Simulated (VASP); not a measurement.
# FeSb with PBEsol + U: from relaxation to properties

Aim: relax FeSb, then compute properties on the relaxed cell. The steps: full relaxation (PBEsol + U), second relaxation, density, ELF and potential (PBEsol + U), band structure (PBEsol + U), total and projected DOS (PBEsol + U), zone-centre phonons (PBEsol + U) and field gradients at the nuclei (PBEsol + U). The start is a cell from a database of measured crystal structures.

Program: VASP 6.6.1. Level of theory: PBEsol, DFT+U (Fe d 5 eV), spin-polarised from a ferromagnetic start; plane waves and PAW (Fe, Sb). Results are calculated unless marked as measured.

Most raw output is cut from this account.

The database entry behind the starting cell differs from later determinations by our own check (0.1 to 0.3 % short, probably kX units), so it need not match the best structure at ambient conditions.

## 1. The structure

Before any relaxation, the start is as follows. Symmetry: P6_3/mmc, No. 194, hexagonal system. The conventional cell has a = 4.060 Å, b = 4.060 Å, c = 5.130 Å, α = 90.00°, β = 90.00°, γ = 120.00°. Nearest to Fe lie 2 Fe at 2.56 Å and 6 Sb at 2.67 Å. Sb has 6 Fe at 2.67 Å nearest. Farther neighbours are not listed.

Structure file:

```cif
data_structure
_symmetry_space_group_name_H-M 'P6_3/mmc'
_symmetry_Int_Tables_number 194
_cell_length_a 4.0600
_cell_length_b 4.0600
_cell_length_c 5.1300
_cell_angle_alpha 90.000
_cell_angle_beta 90.000
_cell_angle_gamma 120.000
_cell_volume 73.23
loop_
_atom_site_label
_atom_site_type_symbol
_atom_site_symmetry_multiplicity
_atom_site_Wyckoff_symbol
_atom_site_fract_x
_atom_site_fract_y
_atom_site_fract_z
_atom_site_occupancy
Fe1 Fe 2 a 0.00000 0.00000 0.00000 1
Sb1 Sb 2 c 0.33333 0.66667 0.25000 1
```

## 2. Full relaxation (PBEsol + U)

The start need not lie at this functional's minimum. ISIF = 3 frees volume, shape and positions, and EDIFFG sets the threshold on forces and stress at which the search stops. PBEsol restores the gradient expansion of exchange and is tuned for the cells of solids. A Hubbard U penalises fractional filling of the localised shell, which semilocal functionals favour.

Contents of INCAR:

```
SYSTEM = FeSb
PREC = Accurate
ENCUT = 400
EDIFF = 1E-06
NELM = 100
ISMEAR = 0
SIGMA = 0.05
LREAL = .FALSE.
ALGO = Normal
GGA = PS
NBANDS = 21
ISPIN = 2
MAGMOM = 3 3 0 0
LDAU = .TRUE.
LDAUTYPE = 2
LDAUL = 2 -1
LDAUU = 5 0
LDAUJ = 0 0
LDAUPRINT = 1
LASPH = .TRUE.
LMAXMIX = 4
LORBIT = 11
LWAVE = .FALSE.
LCHARG = .FALSE.
KPAR = 4
IBRION = 2
NSW = 60
ISIF = 3
EDIFFG = -0.01
```

Contents of POSCAR:

```
FeSb
1.0
    4.0600000000      0.0000000000      0.0000000000
   -2.0300000000      3.5160631394      0.0000000000
    0.0000000000      0.0000000000      5.1300000000
Fe Sb
2 2
Direct
    0.0000000000      0.0000000000      0.0000000000
    0.0000000000      0.0000000000      0.5000000000
    0.3333333333      0.6666666667      0.2500000000
    0.6666666667      0.3333333333      0.7500000000
```

Contents of KPOINTS:

```
Automatic mesh
0
Gamma
8 8 5
0 0 0
```

The projector-augmented-wave data sets are Fe and Sb (PBE family, release 64).

On the command line:

```sh
> mpirun -np 4 vasp_std
```

Run time: 9.1 min. Hardware: 4 MPI ranks of AMD EPYC 7R43, shared host; peak memory 0.73 GiB.

The magnetic state follows from one typed start and may not be the lowest. The k-mesh is coarse for a metal. A U on the itinerant d states of such a compound is hard to justify; it moves the bands at the Fermi level and favours large moments. The PAW data sets were made with PBE, which is usual practice but a small mismatch for other functionals. After so large a change of volume the plane waves of the start cell no longer fit, so the final stress carries a basis-set error. The run keeps the 24 symmetry operations of its start, so it cannot find a distortion of lower symmetry.

Relaxation path:

```csv
step,energy less that of the first step (eV),largest force (eV/Å),pressure (GPa),volume (Å³)
1,0.0000,0.0000,12.90,73.23
2,-0.2798,0.0000,-4.33,90.00
3,-0.3719,0.0000,0.03,83.65
4,-0.3718,0.0000,-0.14,83.87
5,-0.3726,0.0000,-0.15,83.87
6,-0.3729,0.0000,-0.14,83.87
7,-0.3727,0.0000,-0.08,83.87
8,-0.3730,0.0000,-0.09,83.87
9,-0.3730,0.0000,-0.13,83.87
10,-0.3730,0.0000,0.09,83.62
11,-0.3730,0.0000,0.00,83.74
```

```csv
"conventional cell, symmetrised",before,after,change
a (Å),4.060,4.227,+4.1 %
b (Å),4.060,4.227,+4.1 %
c (Å),5.130,5.412,+5.5 %
volume (Å³/atom),18.31,20.93,+14.3 %
```

The relaxed structure:

```cif
data_structure
_symmetry_space_group_name_H-M 'P 1'
_symmetry_Int_Tables_number 1
_cell_length_a 4.2268
_cell_length_b 4.2268
_cell_length_c 5.4119
_cell_angle_alpha 90.000
_cell_angle_beta 90.000
_cell_angle_gamma 120.000
_cell_volume 83.74
loop_
_atom_site_label
_atom_site_type_symbol
_atom_site_fract_x
_atom_site_fract_y
_atom_site_fract_z
_atom_site_occupancy
Fe1 Fe 0.00000 0.00000 0.00000 1
Fe2 Fe 0.00000 0.00000 0.50000 1
Sb3 Sb 0.33333 0.66667 0.25000 1
Sb4 Sb 0.66667 0.33333 0.75000 1
```

Numbers from this step:

- electrons: 26
- bands: 21
- irreducible k-points: 30
- symmetry operations: 24
- free energy (TOTEN): -19.95 eV
- energy at zero smearing: -19.94 eV
- Fermi energy: 6.926 eV
- pressure: 0.002283 GPa
- moment of the cell, from the last line of the log: 6.303 μB
- metallic: yes
- SCF cycles over all ionic steps: 101

Spin moment in the PAW sphere by atom:

```csv
atom,spin moment in the PAW sphere (μB)
Fe1,3.34
Fe2,3.34
Sb3,-0.13
Sb4,-0.13
```

It ends with forces that vanish by symmetry and a pressure of 0.00 GPa. The volume lies +14.3 % from that of the database's start. That is far more than a functional's usual error.

## 3. Second relaxation

A relaxation keeps the plane waves of the cell it began with, so it is repeated from the new cell, on a basis made for it. The mesh changes with the cell too.

INCAR is that of step 2.

Contents of POSCAR:

```
FeSb
1.0
    4.2268440126      0.0000000000      0.0000000000
   -2.1134220063      3.6605542928      0.0000000000
    0.0000000000      0.0000000000      5.4118682918
Fe Sb
2 2
Direct
    0.0000000000      0.0000000000      0.0000000000
    0.0000000000      0.0000000000      0.5000000000
    0.3333333333      0.6666666667      0.2500000000
    0.6666666667      0.3333333333      0.7500000000
```

Contents of KPOINTS:

```
Automatic mesh
0
Gamma
7 7 5
0 0 0
```

On the command line:

```sh
> mpirun -np 4 vasp_std
```

It took 3.3 min on 4 MPI ranks; peak memory 0.74 GiB; 13 min of CPU time.

Step by step:

```csv
step,energy less that of the first step (eV),largest force (eV/Å),pressure (GPa),volume (Å³)
1,0.0000,0.0000,0.20,83.74
2,-0.0002,0.0000,-0.07,84.06
3,-0.0002,0.0000,-0.04,84.00
4,-0.0002,0.0000,-0.02,83.98
5,-0.0003,0.0000,0.01,83.95
```

```csv
"conventional cell, symmetrised",before,after,change
a (Å),4.227,4.236,+0.2 %
b (Å),4.227,4.236,+0.2 %
c (Å),5.412,5.403,-0.2 %
volume (Å³/atom),20.93,20.99,+0.3 %
```

Final coordinates:

```xyz
4
Lattice="4.2356 0.0000 0.0000 -2.1178 3.6682 0.0000 0.0000 0.0000 5.4033" Properties=species:S:1:pos:R:3 pbc="T T T"
Fe    0.0000    0.0000    0.0000
Fe    0.0000    0.0000    2.7017
Sb    0.0000    2.4454    1.3508
Sb    2.1178    1.2227    4.0525
```

This step gave:

* irreducible k-points: 24
* free energy (TOTEN): -19.97 eV
* energy at zero smearing: -19.97 eV
* Fermi energy: 6.804 eV
* pressure: 0.009248 GPa
* moment of the cell, from the last line of the log: 6.319 μB
* SCF cycles over all ionic steps: 42

It ends with forces that vanish by symmetry and a pressure of 0.01 GPa.

## 4. Density, ELF and potential (PBEsol + U)

The relaxed cell gets a fresh self-consistent run, on a basis set for its own volume, to fix the density and to check the remaining stress.

INCAR: that of step 3 with these lines changed.

```diff
@@ -23,7 +23,5 @@
 LWAVE = .FALSE.
-LCHARG = .FALSE.
-KPAR = 4
-IBRION = 2
-NSW = 60
-ISIF = 3
-EDIFFG = -0.01
+LCHARG = .TRUE.
+ISIF = 2
+LELF = .TRUE.
+LVHAR = .TRUE.
```

Contents of POSCAR:

```
FeSb
1.0
    4.2356207301      0.0000000000      0.0000000000
   -2.1178103651      3.6681551531      0.0000000000
    0.0000000000      0.0000000000      5.4033270623
Fe Sb
2 2
Direct
    0.0000000000      0.0000000000      0.0000000000
    0.0000000000      0.0000000000      0.5000000000
    0.3333333333      0.6666666667      0.2500000000
    0.6666666667      0.3333333333      0.7500000000
```

KPOINTS is that of step 3.

On the command line:

```sh
> mpirun -np 4 vasp_std
```

The job ended after 1.8 min (4 MPI ranks; peak memory 0.39 GiB).

With spin, VASP writes an ELF for each channel.

Numbers from this step:

* SCF cycles: 18
* bands: 24
* pressure: 0.03527 GPa

Valence electrons inside each PAW sphere by angular momentum. Sphere charges, by row:

```csv
atom,s (e),p (e),d (e),tot (e)
Fe1,0.383,0.39,6.139,6.912
Fe2,0.383,0.39,6.139,6.912
Sb3,1.158,1.271,0.036,2.465
Sb4,1.158,1.271,0.036,2.465
```

Spin density in the ac plane at fractional y = 0.000, with atoms of Fe within 0.2 Å of it.

Ten even steps from '0' (0.0 e/Å³) to '9' (4.4 e/Å³), each cell a mean:
```
75100000000026
11000000000011
00000000000000
00000000000000
00000000000000
00000000000000
21000000000012
75100000000036
96100000000037
33100000000013
00000000000000
00000000000000
00000000000000
00000000000000
00000000000000
43100000000024
96100000000038
```
Columns run along a (4.2 Å), rows up along c (5.4 Å). Atoms in or near the plane, at fractional coordinates: Fe at (0.00, 0.00), Fe at (0.00, 0.50).

ELF of up spins in the ac plane at fractional y = 0.000, with atoms of Fe within 0.2 Å of it. It is the smooth field of the valence electrons, not physical close to the nuclei.

Ten even steps from '0' (0.00) to '9' (0.66), each cell a mean:
```
00233444443310
11234566653321
33235788874323
23356899986433
23346899986433
33235788864323
01234566653321
00233444443310
00133444433300
00233555543320
22334677764232
32346899975322
33357899986433
32346899975323
22334677764222
00233455543310
00133444433300
```
Columns run along a (4.2 Å), rows up along c (5.4 Å). Atoms in or near the plane, at fractional coordinates: Fe at (0.00, 0.00), Fe at (0.00, 0.50).

Valence density in the ac plane at fractional y = 0.000, with atoms of Fe within 0.2 Å of it. It is the smooth field of the valence electrons, not physical close to the nuclei.

Ten even steps from '0' (0.1 e/Å³) to '9' (7.7 e/Å³), each cell a mean:
```
84100000000026
31000000000002
00000000000000
00000000000000
00000000000000
00000000000000
42000000000013
85100000000026
96100000000037
53000000000014
11000000000001
00000000000000
00000000000000
00000000000000
21000000000001
63000000000014
96100000000037
```
Columns run along a (4.2 Å), rows up along c (5.4 Å). Atoms in or near the plane, at fractional coordinates: Fe at (0.00, 0.00), Fe at (0.00, 0.50).

In this run the pressure is 0.04 GPa, small enough to go on.

## 5. Band structure (PBEsol + U)

The mesh alone shows little of the dispersion and can miss band extrema, so KPOINTS_OPT adds a path through the symmetry points after the self-consistent cycle.

INCAR: that of step 4 with these lines changed.

```diff
@@ -10,5 +10,5 @@
 GGA = PS
-NBANDS = 21
+NBANDS = 29
 ISPIN = 2
-MAGMOM = 3 3 0 0
+MAGMOM = 3.347 3.347 -0.129 -0.129
 LDAU = .TRUE.
@@ -23,5 +23,3 @@
 LWAVE = .FALSE.
-LCHARG = .TRUE.
-ISIF = 2
-LELF = .TRUE.
-LVHAR = .TRUE.
+LCHARG = .FALSE.
+KPAR = 4
```

POSCAR is that of step 4.

KPOINTS is that of step 4.

Contents of KPOINTS_OPT:

```
Line mode
16
Line-mode
Reciprocal
  0.00000000   0.00000000   0.00000000 GAMMA
  0.50000000   0.00000000   0.00000000 M

  0.50000000   0.00000000   0.00000000 M
  0.33333333   0.33333333   0.00000000 K

  0.33333333   0.33333333   0.00000000 K
  0.00000000   0.00000000   0.00000000 GAMMA

  0.00000000   0.00000000   0.00000000 GAMMA
  0.00000000   0.00000000   0.50000000 A

  0.00000000   0.00000000   0.50000000 A
  0.50000000   0.00000000   0.50000000 L

  0.50000000   0.00000000   0.50000000 L
  0.33333333   0.33333333   0.50000000 H

  0.33333333   0.33333333   0.50000000 H
  0.00000000   0.00000000   0.50000000 A

  0.50000000   0.00000000   0.50000000 L
  0.50000000   0.00000000   0.00000000 M

  0.33333333   0.33333333   0.00000000 K
  0.33333333   0.33333333   0.50000000 H
```

On the command line:

```sh
> mpirun -np 4 vasp_std
```

Elapsed: 5.3 min, on 4 MPI ranks; peak memory 0.95 GiB.

Spin-orbit coupling is off here; with elements this heavy it splits and shifts levels by tenths of an eV or more.

Numbers from this step:

```
bands    : 29
pressure : 0.01574 GPa
```

Spin up. The electronic bands at the labelled points (eV, zero at the Fermi level; # counts the bands kept):

```csv
point,#12,#13,#14,#15,#16,#17,#18,#19
Γ,-2.29,0.06,0.06,0.72,0.72,2.40,3.13,3.22
0.47 of the way,-3.06,-2.37,-1.65,-0.58,1.80,2.04,3.47,4.63
M,-3.20,-2.79,-2.71,-2.69,-0.26,2.33,2.41,4.39
0.47 of the way,-3.95,-2.50,-2.39,-1.83,-0.47,0.83,2.67,3.40
K,-3.87,-1.83,-1.44,-1.44,-1.04,-1.04,1.89,5.76
0.47 of the way,-3.75,-2.86,-2.40,0.44,0.46,1.12,3.37,4.18
Γ,-2.29,0.06,0.06,0.72,0.72,2.40,3.13,3.22
0.47 of the way,-2.14,0.30,0.30,0.77,0.77,1.62,2.84,3.89
A,-0.64,-0.64,0.72,0.72,0.72,0.72,3.91,3.91
0.47 of the way,-2.45,-2.45,-0.14,-0.14,0.33,0.33,3.60,3.60
L,-4.56,-4.56,-0.85,-0.85,0.29,0.29,4.25,4.25
0.47 of the way,-4.53,-4.53,-2.42,-2.42,1.87,1.87,4.67,4.67
H,-4.36,-4.36,-3.73,-3.73,2.85,2.85,5.97,5.97
0.53 of the way,-2.63,-2.63,-1.33,-1.33,1.21,1.21,4.13,4.13
A,-0.64,-0.64,0.72,0.72,0.72,0.72,3.91,3.91
jump to L,-4.56,-4.56,-0.85,-0.85,0.29,0.29,4.25,4.25
0.47 of the way,-4.31,-3.89,-2.09,-1.11,0.78,1.11,2.76,3.15
M,-3.20,-2.79,-2.71,-2.69,-0.26,2.33,2.41,4.39
jump to K,-3.87,-1.83,-1.44,-1.44,-1.04,-1.04,1.89,5.76
0.47 of the way,-4.02,-2.96,-2.91,-2.91,0.94,0.94,3.47,5.94
H,-4.36,-4.36,-3.73,-3.73,2.85,2.85,5.97,5.97
```

The largest weight of each band there:

```csv
point,#12,#13,#14,#15,#16,#17,#18,#19
Γ,Fe 0.90,Sb 0.65,Sb 0.65,Sb 0.62,Sb 0.62,Sb 0.54,Sb 0.98,Fe 0.65
M,Fe 0.65,Sb 0.61,Sb 0.68,Sb 0.75,Fe 0.63,Sb 0.69,Fe 0.71,Fe 0.52
K,Fe 0.99,Sb 0.52,Sb 0.65,Sb 0.65,Sb 0.57,Sb 0.57,Fe 0.89,Sb 0.55
Γ,Fe 0.90,Sb 0.65,Sb 0.65,Sb 0.62,Sb 0.62,Sb 0.54,Sb 0.98,Fe 0.65
A,Sb 0.75,Sb 0.75,Sb 0.65,Sb 0.65,Sb 0.65,Sb 0.65,Fe 0.67,Fe 0.67
L,Fe 0.99,Fe 0.99,Sb 0.56,Sb 0.56,Sb 0.55,Sb 0.55,Sb 0.61,Sb 0.61
```

Spin down. Electronic bands along the path, in eV, zero at the Fermi level; # counts the bands kept:

```csv
point,#6,#7,#8,#9,#10,#11,#12,#13
Γ,-0.34,0.15,0.15,0.56,0.56,0.99,0.99,2.54
0.47 of the way,-1.85,-0.90,-0.60,-0.34,0.71,0.86,1.47,2.13
M,-2.66,-2.65,-1.54,-0.79,0.16,0.92,1.28,1.82
0.47 of the way,-2.58,-2.49,-1.61,-1.04,0.65,1.03,1.13,1.93
K,-2.14,-2.14,-1.80,-1.72,0.91,0.91,1.42,1.42
0.47 of the way,-2.12,-1.23,-0.80,-0.76,0.82,1.08,1.27,2.55
Γ,-0.34,0.15,0.15,0.56,0.56,0.99,0.99,2.54
0.47 of the way,-0.65,-0.65,-0.65,1.12,1.12,1.28,1.28,1.62
A,-1.63,-1.63,-0.41,-0.41,1.49,1.49,1.49,1.49
0.47 of the way,-1.81,-1.81,0.04,0.04,1.21,1.21,1.43,1.43
L,-2.04,-2.04,-0.93,-0.93,1.05,1.05,1.72,1.72
0.47 of the way,-2.42,-2.42,-0.74,-0.74,1.07,1.07,1.86,1.86
H,-2.45,-2.45,-0.72,-0.72,1.09,1.09,1.99,1.99
0.53 of the way,-2.09,-2.09,-0.08,-0.08,1.11,1.11,1.62,1.62
A,-1.63,-1.63,-0.41,-0.41,1.49,1.49,1.49,1.49
jump to L,-2.04,-2.04,-0.93,-0.93,1.05,1.05,1.72,1.72
0.47 of the way,-2.15,-1.74,-1.68,-0.56,0.72,0.94,1.22,2.01
M,-2.66,-2.65,-1.54,-0.79,0.16,0.92,1.28,1.82
jump to K,-2.14,-2.14,-1.80,-1.72,0.91,0.91,1.42,1.42
0.47 of the way,-2.73,-1.90,-1.22,-1.22,1.04,1.04,1.54,1.54
H,-2.45,-2.45,-0.72,-0.72,1.09,1.09,1.99,1.99
```

The largest weight of each band there:

```csv
point,#6,#7,#8,#9,#10,#11,#12,#13
Γ,Fe 0.95,Sb 0.71,Sb 0.71,Fe 0.98,Fe 0.98,Fe 0.97,Fe 0.97,Sb 0.56
M,Sb 0.72,Fe 0.79,Fe 0.69,Fe 0.88,Fe 0.94,Fe 0.99,Fe 0.99,Fe 0.90
K,Sb 0.63,Sb 0.63,Fe 0.99,Sb 0.56,Fe 0.97,Fe 0.97,Fe 0.96,Fe 0.96
Γ,Fe 0.95,Sb 0.71,Sb 0.71,Fe 0.98,Fe 0.98,Fe 0.97,Fe 0.97,Sb 0.56
A,Fe 0.61,Fe 0.61,Sb 0.64,Sb 0.64,Fe 0.95,Fe 0.95,Fe 0.95,Fe 0.95
L,Sb 0.53,Sb 0.53,Fe 0.72,Fe 0.72,Fe 0.97,Fe 0.97,Fe 0.93,Fe 0.93
```

There is no gap at this level.

## 6. Total and projected DOS (PBEsol + U)

Here the states are counted by energy and projected on the atoms. The mesh is finer than in the run before.

INCAR: that of step 5 with these lines changed.

```diff
@@ -5,3 +5,3 @@
 NELM = 100
-ISMEAR = 0
+ISMEAR = -5
 SIGMA = 0.05
@@ -25 +25,2 @@
 KPAR = 4
+NEDOS = 2001
```

POSCAR is that of step 5.

Contents of KPOINTS:

```
Automatic mesh
0
Gamma
11 11 7
0 0 0
```

On the command line:

```sh
> mpirun -np 4 vasp_std
```

Run time: 4 min. Hardware: 4 MPI ranks; peak memory 1.1 GiB; 16 min of CPU time.

With tetrahedra the forces and stress of a metal are not exact derivatives of the energy.

This step gave:

```
irreducible k-points                              : 64
free energy (TOTEN)                               : -19.98 eV
Fermi energy                                      : 6.91 eV
pressure                                          : -0.1058 GPa
moment of the cell, from the last line of the log : 6.272 μB
DOS at the Fermi level                            : 1.174 states/eV/cell
```

(Continued in part 2 of 2.)

[Lines on the potential files, build, host, timing and source positions are cut from VASP's logs without a mark.]

[Logs are printed without paths, hosts, clocks, repeated set-up lines and the standing remarks that a program may print on its own settings, such as how far it seeks lower states.]

[Hosts, paths, dates, database ids (printed as entryN), source tags and the programs' standing remarks are cut or masked in the printed files.]

[Measured values are set beside computed ones only where the two were judged alike; some that the calculation misses by far are left out.]

[In band tables of VASP the shares of atoms and orbitals are scaled to a sum of 1 inside the atoms' spheres.]
